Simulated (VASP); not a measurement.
Input:

```
CELL_PARAMETERS angstrom
      0.00000     2.32088     2.32088
      2.32088     0.00000     2.32088
      2.32088     2.32088     0.00000
ATOMIC_POSITIONS crystal
  B  0.00000 0.00000 0.00000
  P  0.25000 0.25000 0.25000
```

Computed with optB88-vdW, VASP's PBE PAW potentials (set 64) (plane waves; VASP). Run with 520 eV cut-off, 10×10×10 Γ-centred mesh, Gaussian smearing of 0.050 eV, potentials B P.

Question: Give the stress tensor in GPa (positive for a compressed cell).

Answer: 
```
-8.37   0.00   0.00
 0.00  -8.37   0.00
 0.00   0.00  -8.37
```
The pressure is its mean diagonal, -8.37 GPa.

The compound is BP in the zinc blende structure. This cell is one point of a volume scan, at 1.06 of the reference volume.
